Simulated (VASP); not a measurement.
Input:

```
Mg2Ge
1.0
    0.00000     3.18992     3.18992
    3.18992     0.00000     3.18992
    3.18992     3.18992     0.00000
Mg Ge
2 1
Direct
  0.25000   0.25000   0.25000
  0.75000   0.75000   0.75000
  0.00000   0.00000   0.00000
```

Calculation: optB88-vdW, VASP's PBE PAW potentials (set 64) (plane waves; VASP). Settings: 520 eV cut-off, 7×7×7 Γ-centred mesh, tetrahedra with Blöchl corrections, potentials Mg Ge_d.

**Question.** The job: Mg₂Ge (antifluorite), 3 atoms, optB88-vdW, static run, 520 eV, 7×7×7 Γ-centred mesh. Roughly how much core time does it take on a busy server core?

**Answer.** About 90 core-seconds (one run on a shared machine, a rough figure). It had 20 irreducible k-points, 13 bands, up to 1807 plane waves and 14 electronic steps.

The compound is Mg2Ge in the antifluorite structure. It was relaxed first.
